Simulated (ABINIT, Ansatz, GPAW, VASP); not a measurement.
## One structure in several programs: TlBr (Fm-3m, 2 atoms in the cell)

Self-consistent single point, at a second geometry (lattice scaled by 0.98). First geometry:

```yaml
crystal:
  lattice:
    - [0.00000, 3.34204, 3.34204]
    - [3.34204, 0.00000, 3.34204]
    - [3.34204, 3.34204, 0.00000]
  atoms:
    - { symbol: Tl, position: [0.00000, 0.00000, 0.00000] }
    - { symbol: Br, position: [0.50000, 0.50000, 0.50000] }
```

Shared settings, as Ansatz (a first-principles code) writes them: kpoints.mp_grid.grid = 6 6 6; scf.occupations.method = fixed. Potentials and cutoffs stand in the table.

```csv
code,model,ΔF from the first geometry (meV/atom),pressure (GPa),gap on the mesh (eV),cutoff
ABINIT,"LDA (PW92), norm-conserving pseudopotentials (PseudoDojo nc-sr-04 LDA standard)",-26.2,-1.40,1.744,844 eV
VASP,"LDA (PZ), VASP's LDA PAW potentials (set 64)",–,–,1.711,300 eV
Ansatz,"LDA (PW92), default PAW files made with PBE",-25.8,-1.38,1.734,default
GPAW,"LDA (Perdew-Wang 92), GPAW PAW datasets LDA (gpaw-data 1.0.1)",-26.6,-1.47,1.695,550 eV
```

A dash marks a value that a program does not give, or that is left out as unsure.

Gaps are read on the mesh.

On Ansatz's run: spin-orbit coupling is off.

The spread over the programs that give each value: ΔF from the first geometry within 0.8 meV/atom; pressure within 0.09 GPa; gap on the mesh within 0.049 eV.

Ansatz's pressure is given at a fixed set of plane waves, as the other plane-wave codes print theirs. The same LDA comes in different parametrisations, which differ slightly.

VASP's run is marked for a possible Pulay error in its stress at this cutoff; no cutoff test was made.

VASP ran the fixed occupations as a Gaussian smearing of 0.01 eV.

The starting cell comes from a database of computed structures (which also holds hypothetical and non-ambient phases and stackings), without a prior relaxation at this level. For this run, on top of that: lattice scaled by 0.98.

Left out of this page: Quantum ESPRESSO, CP2K, Elk, FLEUR and SIESTA (not drawn, or without a comparable value).

Keys are those of Ansatz 0.2.
